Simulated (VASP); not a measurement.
# Be16N (a cell with a defect) in VASP: a series of runs, part 2 of 2

VASP 6.6.1. Earlier steps stand in the parts before.

### Step 4. Single point, PBE+D3(BJ)

Contents of INCAR:

```
ALGO     = Fast           # electronic algorithm
EDIFF    = 1E-7           # SCF threshold, eV
ENCUT    = 520            # plane-wave cutoff, eV
GGA      = PE             # functional
ISIF     = 2              # what is computed and relaxed
ISMEAR   = -1             # smearing method
IVDW     = 12             # dispersion correction
LASPH    = T              # aspherical terms in the spheres
LCHARG   = F              # write CHGCAR
LREAL    = Auto         
LWAVE    = F              # write WAVECAR
NBANDS   = 32             # bands
NELM     = 100            # most SCF steps
PREC     = Accurate       # precision mode
SIGMA    = 0.05           # smearing width, eV
```

Contents of KPOINTS:

```
k-points
0
Gamma
  5 5 3
```

Contents of POSCAR:

```
Be16N
1.0
   -2.2900000000     -3.9663960000      0.0000000000
    3.4350000000     -1.9831980000      0.0000000000
    0.0000000000      0.0000000000      7.1768600000
Be N
16 1
Direct
    0.7628482527      0.5027229271      0.0071834915
    0.5006913151      0.3344137603      0.2573348847
    0.7526968755      0.4966646622      0.4955298018
    0.5007563192      0.3433144192      0.7364522847
    0.5008747642     -0.0111120242      0.0139766764
    0.2487655494      0.8358832839      0.2550418618
    0.5007075250     -0.0018014452      0.4932602414
    0.2390177389      0.8297254811      0.7434554243
    0.2388666403      0.5028067958      0.0071990638
    0.0007395841      0.3379016284      0.2570413502
    0.2487829785      0.4967575972      0.4955209129
    0.0008356540      0.2979697002      0.7408333224
    0.0008844529      0.0345505726      0.0096821946
    0.7526867201      0.8358900017      0.2550690749
    0.0007269981     -0.0053895992      0.4935672029
    0.7626648831      0.8298031061      0.7434100815
    0.5009021791      0.6659220327      0.8753152302
```

Potentials or basis: VASP PAW PBE potentials, release 64 (Be, N).

On the command line:

```console
cat potpaw_PBE.64/Be/POTCAR potpaw_PBE.64/N/POTCAR > POTCAR
mpirun -np 1 vasp_std > vasp.out
```

OUTCAR:

```text
EDIFF = 1E-7
   ENCUT = 520
   GGA = PE
   ISIF = 2
   ISMEAR = -1
   IVDW = 12
   LASPH = T
   LREAL = Auto
   NELM = 100
   PREC = Accurate
 IVDW          = 12

 ion  position               nearest neighbor table
   1  0.763  0.503  0.007-  17 1.66  13 2.15   9 2.18  10 2.20  14 2.22   2 2.26   5 2.27  16 2.29
                            12 2.35   5 2.37   4 2.37  13 2.37
   2  0.501  0.334  0.257-   7 2.16  11 2.16   3 2.16   5 2.22   9 2.26   1 2.26   6 2.29  14 2.29
                            10 2.29  10 2.29   6 2.30  14 2.30
   3  0.753  0.497  0.496-  10 2.15   2 2.16   4 2.17  14 2.19  16 2.22  12 2.24  11 2.27  15 2.28
                             7 2.29  15 2.29   7 2.30  11 2.31
   4  0.501  0.343  0.736-  17 1.62   3 2.17  11 2.17   7 2.22   8 2.27  16 2.27  12 2.30  12 2.30
                             8 2.36  16 2.36   9 2.37   1 2.37
   5  0.501  0.989  0.014-  17 1.62  14 2.17   6 2.17   2 2.22   9 2.27   1 2.27  13 2.30  13 2.30
                             1 2.37   9 2.37   8 2.37  16 2.37
   6  0.249  0.836  0.255-  15 2.15   7 2.16   5 2.17  11 2.19   9 2.22  13 2.24  14 2.27  10 2.28
                             2 2.29  10 2.29   2 2.30  14 2.31
   7  0.501  0.998  0.493-   2 2.16  14 2.16   6 2.16   4 2.22   8 2.26  16 2.26   3 2.29  11 2.29
                            15 2.29  15 2.29  11 2.30   3 2.30
   8  0.239  0.830  0.743-  17 1.66  12 2.15  16 2.18  15 2.20  11 2.22   7 2.26   4 2.27   9 2.29
                            13 2.35   4 2.36   5 2.37  12 2.37
   9  0.239  0.503  0.007-  17 1.66  13 2.15   1 2.18  10 2.20   6 2.22   2 2.26   5 2.27   8 2.29
                            12 2.35   5 2.37   4 2.37  13 2.37
  10  0.001  0.338  0.257-  13 2.14   3 2.15  11 2.15  15 2.18   1 2.20   9 2.20   6 2.28  14 2.28
                             2 2.29   2 2.29   6 2.29  14 2.29
  11  0.249  0.497  0.496-  10 2.15   2 2.16   4 2.17   6 2.19   8 2.22  12 2.24   3 2.27  15 2.28
                             7 2.29  15 2.29   7 2.30   3 2.31
  12  0.001  0.298  0.741-  15 2.14  16 2.15   8 2.15  13 2.19  11 2.24   3 2.24   4 2.30   4 2.30
                             1 2.35   9 2.35   8 2.37  16 2.37
  13  0.001  0.035  0.010-  10 2.14   1 2.15   9 2.15  12 2.19   6 2.24  14 2.24   5 2.30   5 2.30
                             8 2.35  16 2.35   9 2.37   1 2.37
  14  0.753  0.836  0.255-  15 2.15   7 2.16   5 2.17   3 2.19   1 2.22  13 2.24   6 2.27  10 2.28
                             2 2.29  10 2.29   2 2.30   6 2.31
  15  0.001  0.995  0.494-  12 2.14  14 2.15   6 2.15  10 2.18  16 2.20   8 2.20  11 2.28   3 2.28
                             7 2.29   7 2.29   3 2.29  11 2.29
  16  0.763  0.830  0.743-  17 1.66  12 2.15   8 2.18  15 2.20   3 2.22   7 2.26   4 2.27   1 2.29
                            13 2.35   4 2.36   5 2.37  12 2.37
  17  0.501  0.666  0.875-   4 1.62   5 1.62   1 1.66   9 1.66  16 1.66   8 1.66

  LATTYP: Found a simple orthorhombic cell.
 ALAT       =     3.9663962620
 B/A-ratio  =     1.1547004875
 C/A-ratio  =     1.8094157835

  Lattice vectors:

 A1 = (  -3.4350000000,   1.9831980000,   0.0000000000)
 A2 = (  -2.2900000000,  -3.9663960000,   0.0000000000)
 A3 = (   0.0000000000,   0.0000000000,   7.1768600000)

Analysis of symmetry for initial positions (statically):
=====================================================================
 Subroutine PRICEL returns:
 Original cell was already a primitive cell.

 Routine SETGRP: Setting up the symmetry group for a
 simple orthorhombic supercell.

 Subroutine GETGRP returns: Found  1 space group operations
 (whereof  1 operations were pure point group operations)
 out of a pool of  8 trial point group operations.

The static configuration has the point symmetry C_1 .

Analysis of symmetry for dynamics (positions and initial velocities):
=====================================================================
 Subroutine PRICEL returns:
 Original cell was already a primitive cell.

 Routine SETGRP: Setting up the symmetry group for a
 simple orthorhombic supercell.
[... 127 lines left out ...]
   ISTART =      0    job   : 0-new  1-cont  2-samecut
   ICHARG =      2    charge: 1-file 2-atom 10-const
   ISPIN  =      1    spin polarized calculation?
   LNONCOLLINEAR =      F non collinear calculations
   LSORBIT =      F    spin-orbit coupling
   LASPH  =      T    aspherical Exc in radial PAW
   ENCUT  =  520.0 eV  38.22 Ry    6.18 a.u.   8.52  7.37 13.34*2*pi/ulx,y,z
   NELM   =    100;   NELMIN=  2; NELMDL= -5     # of ELM steps
   EDIFF  = 0.1E-06   stopping-criterion for ELM
   LREAL  =      T    real-space projection
   EDIFFG = 0.1E-05   stopping-criterion for IOM
   NSW    =      0    number of steps for IOM
   IBRION =     -1    ionic relax: 0-MD 1-quasi-New 2-CG
   NFREE  =      0    steps in history (QN), initial steepest desc. (CG)
   ISIF   =      2    stress and relaxation
   ISYM   =      2    0-nonsym 1-usesym 2-fastsym
   POTIM  = 0.5000    time-step for ionic-motion
   TEBEG  =    0.0;   TEEND  =   0.0 temperature during run
   PSTRESS=    0.0 pullay stress
   NELECT =      37.0000    total number of electrons
   NUPDOWN=      -1.0000    fix difference up-down
   EMIN   =  10.00;   EMAX   =-10.00  energy-range for DOS
   EFERMI =   0.00;   METHOD = LEGACY
   ISMEAR =    -1;   SIGMA  =   0.05  broadening in eV -4-tet -1-fermi 0-gaus
   EFERMI_NEDOS =   21; number of points for ismear=-14 and -15
   IALGO  =     68    algorithm
   IMIX   =      4    mixing-type and parameters
     AMIX     =   0.40;   BMIX     =  1.00
     AMIX_MAG =   1.60;   BMIX_MAG =  1.00
  volume/ion in A,a.u.               =       7.67        51.75
  Fermi-wavevector in a.u.,A,eV,Ry     =   1.075829  2.033023 15.747503  1.157409
  Thomas-Fermi vector in A             =   2.211697
   LORBIT       =      0    0 simple, 1 ext, 2 COOP (PROOUT), +10 PAW based schemes
   GGA     = PE    functional components
   LHFCALC =     F    Hartree Fock is set to
   AEXX    =    0.0000 exact exchange contribution
   IVDW    =    12    specifies the selected vdW correction
   LEPSILON=     F    determine dielectric tensor
   LRPA    =     F    only Hartree local field effects (RPA)
 non-spin polarized calculation
 RMM-DIIS sequential band-by-band and
  energy-cutoff  :      520.00
  volume of cell :      130.38
 maximum number of plane-waves:      3529
 NGX is ok and might be reduce to    36

 number of electron      37.0000001 magnetization

 Free energy of the ion-electron system (eV)
  ---------------------------------------------------
  ext. energy  EPLUGINS =         0.00000000
  ---------------------------------------------------
  free energy    TOTEN  =       -67.25073877 eV

  energy without entropy =      -67.23097458  energy(sigma->0) =      -67.24085667

 E-fermi :   7.2158     XC(G=0): -10.7454

 val. band max:        7.2096290396   @ k =  -0.4000   0.4000  -0.3333
 cond. band min:       7.2892108267   @ k =   0.0000   0.0000   0.3333
 fundamental gap:      0.0795817871
 Fermi energy:         7.2157963030

 k-point     1 :       0.0000    0.0000    0.0000
  band No.  band energies     occupation
      1     -10.5587      2.00000
      2      -3.4667      2.00000
      3      -2.4480      2.00000
      4      -0.8624      2.00000
      5      -0.6727      2.00000
      6      -0.0452      2.00000
[... 781 lines left out ...]
     29      12.5122      0.00000
     30      13.1399      0.00000

 [... further k-points ...]

 [bands above 30 left out]

------------------------ aborting loop because EDIFF is reached ----------------------------------------

 Edisp (eV)   -5.90870

 E8    (eV) :    -2.0267

  FORCE on cell =-STRESS in cart. coord.  units (eV):
  Direction    XX          YY          ZZ          XY          YZ          ZX
  --------------------------------------------------------------------------------------
  -------------------------------------------------------------------------------------
  Total      -1.76740    -2.20077     5.63970    -0.37021    -1.11474     1.92619
  in kB     -21.71944   -27.04520    69.30601    -4.54946   -13.69894    23.67090
  external pressure =        6.85 kB  Pullay stress =        0.00 kB

 VOLUME and BASIS-vectors are now :
 -----------------------------------------------------------------------------
  energy-cutoff  :      520.00
  volume of cell :      130.38
      direct lattice vectors                 reciprocal lattice vectors
    -2.290000000 -3.966396000  0.000000000    -0.109170306 -0.189088533  0.000000000
     3.435000000 -1.983198000  0.000000000     0.218340611 -0.126059022  0.000000000
     0.000000000  0.000000000  7.176860000     0.000000000  0.000000000  0.139336702

 POSITION                                       TOTAL-FORCE (eV/Angst)
 -----------------------------------------------------------------------------------
     -0.02007     -4.02276      0.05155        -0.013856      0.004555      0.012829
      0.00213     -2.64915      1.84686         0.000130     -0.001906     -0.007132
     -0.01763     -3.97048      3.55635         0.006934      0.003407     -0.002930
      0.03255     -2.66706      5.28541        -0.031220      0.017319     -0.014340
      2.24983     -3.94783      0.10031         0.032310     -0.016669      0.015783
      2.30159     -2.64442      1.83040        -0.007494     -0.005411      0.002185
[... 9 lines left out ...]
      1.10387     -4.67069      5.33535         0.010486     -0.009763     -0.010662
      1.14038     -3.30743      6.28201         0.002575     -0.000150     -0.001799
 -----------------------------------------------------------------------------------
    total drift:                                0.000852      0.000331     -0.003541

  FREE ENERGIE OF THE ION-ELECTRON SYSTEM (eV)
  ---------------------------------------------------
  free  energy   TOTEN  =       -73.1594393516 eV

  energy  without entropy=      -73.1396751604  energy(sigma->0) =      -73.14955726
```

It took 2.6 min on 1 thread of Intel Xeon 6975P-C (Granite Rapids), shared host; peak memory 0.3 GiB.

Results:

* Free energy: -73.1594 eV
* Pressure: 0.7 GPa
* Largest force: 0.040 eV/Å
* Band gap on the k mesh: none (metal or under the smearing width)
* Dispersion energy per atom: -0.348 eV

Forces in eV/Å, atoms in the order of the input:
```
Be  -0.014  0.005  0.013
Be   0.000 -0.002 -0.007
Be   0.007  0.003 -0.003
Be  -0.031  0.017 -0.014
Be   0.032 -0.017  0.016
Be  -0.007 -0.005  0.002
Be  -0.003  0.001  0.006
Be   0.016 -0.003 -0.013
Be  -0.011  0.010  0.011
Be   0.000  0.000  0.000
Be  -0.001 -0.008 -0.001
Be   0.002 -0.001  0.008
Be  -0.003  0.003 -0.005
Be   0.000  0.007  0.001
Be   0.000 -0.001 -0.001
Be   0.010 -0.010 -0.011
N    0.003  0.000 -0.002
```

Stress tensor (GPa, compression positive):
```
-2.17 -0.45  2.37
-0.45 -2.70 -1.37
 2.37 -1.37  6.93
```

Levels at points of the mesh, in eV from the Fermi level:
```csv
k point,band 17,band 18,band 19,band 20,band 21,band 22
"(0.00, 0.00, 0.00)",-1.57,-0.43,0.72,0.84,1.67,1.86
```

### Step 5. Relaxation of the atoms, PBE+D3(BJ)

Contents of INCAR:

```
SYSTEM = Be16N
ALGO     = Fast           ! electronic algorithm
EDIFF    = 1E-6           ! SCF threshold, eV
EDIFFG   = -0.03          ! ionic threshold
ENCUT    = 520            ! plane-wave cutoff, eV
GGA      = PE             ! functional
IBRION   = 2              ! ionic algorithm
ISIF     = 2              ! what is computed and relaxed
ISMEAR   = -1             ! smearing method
IVDW     = 12             ! dispersion correction
LASPH    = .TRUE.         ! aspherical terms in the spheres
LCHARG   = .FALSE.        ! write CHGCAR
LREAL    = Auto         
LWAVE    = .FALSE.        ! write WAVECAR
NELM     = 60             ! most SCF steps
NSW      = 80             ! ionic steps
PREC     = Accurate       ! precision mode
SIGMA    = 0.05           ! smearing width, eV
```

Contents of KPOINTS:

```
k-points
0
G
  5 5 3
  0 0 0
```

Contents of POSCAR:

```
Be16N
1.0
   -2.2900000000     -3.9663960000      0.0000000000
    3.4350000000     -1.9831980000      0.0000000000
    0.0000000000      0.0000000000      7.1768600000
Be N
16 1
Direct
    0.7500000700      0.5000000400      0.0000000000
    0.5000000400      0.3333333600      0.2500000000
    0.7500000700      0.5000000400      0.5000000000
    0.5000000400      0.3333333600      0.7500000000
    0.5000000300      0.0000000200      0.0000000000
    0.2500000400      0.8333333600      0.2500000000
    0.5000000300      0.0000000200      0.5000000000
    0.2500000400      0.8333333600      0.7500000000
    0.2500000300      0.5000000200      0.0000000000
    0.0000000100      0.3333333400      0.2500000000
    0.2500000300      0.5000000200      0.5000000000
    0.0000000100      0.3333333400      0.7500000000
    0.0000000000      0.0000000000      0.0000000000
    0.7500000800      0.8333333800      0.2500000000
    0.0000000000      0.0000000000      0.5000000000
    0.7500000800      0.8333333800      0.7500000000
    0.5134478300      0.6593558600      0.8798731000
```

On the command line:

```console
cat potpaw_PBE.64/Be/POTCAR potpaw_PBE.64/N/POTCAR > POTCAR
mpirun -np 1 vasp_std > vasp.out
```

Wall time 10 min (1 thread of Intel Xeon 6975P-C (Granite Rapids), shared host); peak memory 0.31 GiB.

Results (log left out):

```yaml
Free_energy: -73.1593 eV
Energy_gained_by_relaxing: 34.7 meV/atom
Ionic_steps: 14
Pressure_after_relaxing: 0.7 GPa
Largest_force_after_relaxing: 0.023 eV/Å
Band_gap_on_the_k_mesh: none (metal or under the smearing width)
Dispersion_energy_per_atom: -0.348 eV
```

Forces on the atoms (eV/Å):
```
Be   0.008 -0.002 -0.002
Be  -0.005  0.000 -0.003
Be  -0.008  0.004  0.015
Be  -0.019  0.008  0.007
Be   0.018 -0.011 -0.009
Be   0.006 -0.006 -0.015
Be   0.000 -0.006  0.004
Be   0.002  0.001 -0.001
Be  -0.001  0.006  0.002
Be  -0.008 -0.001 -0.001
Be  -0.011  0.001  0.014
Be  -0.009  0.013 -0.006
Be   0.013 -0.003  0.005
Be   0.004 -0.004 -0.012
Be   0.003 -0.004  0.000
Be  -0.008  0.004  0.000
N    0.016 -0.001  0.000
```

Stress tensor (GPa, compression positive):
```
-2.24 -0.43  2.28
-0.43 -2.74 -1.33
 2.28 -1.33  6.95
```

The path:
```csv
step,energy change (eV),largest force (eV/Å),pressure (GPa)
1,0.0000,2.5794,2.60
2,-0.3681,1.5986,0.65
3,-0.3780,1.1751,0.77
4,-0.5313,0.5102,0.20
5,-0.5372,0.5057,0.15
6,-0.5753,0.2387,0.54
7,-0.5785,0.2437,0.72
8,-0.5852,0.1691,0.71
9,-0.5852,0.1956,0.71
10,-0.5881,0.0863,0.65
11,-0.5881,0.0866,0.65
12,-0.5890,0.0635,0.65
13,-0.5890,0.0899,0.65
14,-0.5895,0.0231,0.66
```

Final structure:
```cif
data_structure
_symmetry_space_group_name_H-M 'P 1'
_symmetry_Int_Tables_number 1
_cell_length_a 4.5800
_cell_length_b 3.9664
_cell_length_c 7.1769
_cell_angle_alpha 90.000
_cell_angle_beta 90.000
_cell_angle_gamma 90.000
_cell_volume 130.38
loop_
_atom_site_label
_atom_site_type_symbol
_atom_site_fract_x
_atom_site_fract_y
_atom_site_fract_z
_atom_site_occupancy
Be1 Be 0.76281 0.50126 0.00734 1
Be2 Be 0.50048 0.33436 0.25728 1
Be3 Be 0.75247 0.49741 0.49525 1
Be4 Be 0.50066 0.34335 0.73583 1
Be5 Be 0.50079 0.98823 0.01439 1
Be6 Be 0.24872 0.83539 0.25530 1
Be7 Be 0.50039 0.99838 0.49327 1
Be8 Be 0.23947 0.83026 0.74345 1
Be9 Be 0.23928 0.50226 0.00731 1
Be10 Be 0.00047 0.33781 0.25703 1
Be11 Be 0.24862 0.49749 0.49526 1
Be12 Be 0.00131 0.29892 0.74099 1
Be13 Be 0.00126 0.03361 0.00961 1
Be14 Be 0.75247 0.83551 0.25527 1
Be15 Be 0.00050 0.99501 0.49361 1
Be16 Be 0.76231 0.83142 0.74337 1
N1 N 0.50145 0.66533 0.87531 1
```

Levels at points of the mesh, in eV from the Fermi level:
| k point | band 16 | band 17 | band 18 | band 19 | band 20 | band 21 | band 22 | band 23 |
| --- | --- | --- | --- | --- | --- | --- | --- | --- |
| (0.00, 0.00, 0.00) | -1.59 | -1.56 | -0.42 | 0.72 | 0.84 | 1.69 | 1.86 | 2.01 |

### Step 6. The runs side by side

| task | cell | gap on the mesh (eV) | pressure (GPa) | largest force (eV/Å) |
| --- | --- | --- | --- | --- |
| single point | Pm, 7.67 Å³/atom | none | 0.7 | 0.02 |
| relaxation of the atoms | atoms relaxed | none | 0.7 | 0.02 |
| single point | P1, 7.67 Å³/atom | none | 0.7 | 0.04 |

Alike in all rows: level PBE+D3(BJ); potentials or basis VASP PAW PBE potentials, release 64 (Be, N); no spin polarisation; k mesh 5 × 5 × 3; cutoff (eV) 520; smearing fermi-dirac 0.05 eV.

Absolute energies hang on the potentials; compare differences alone.
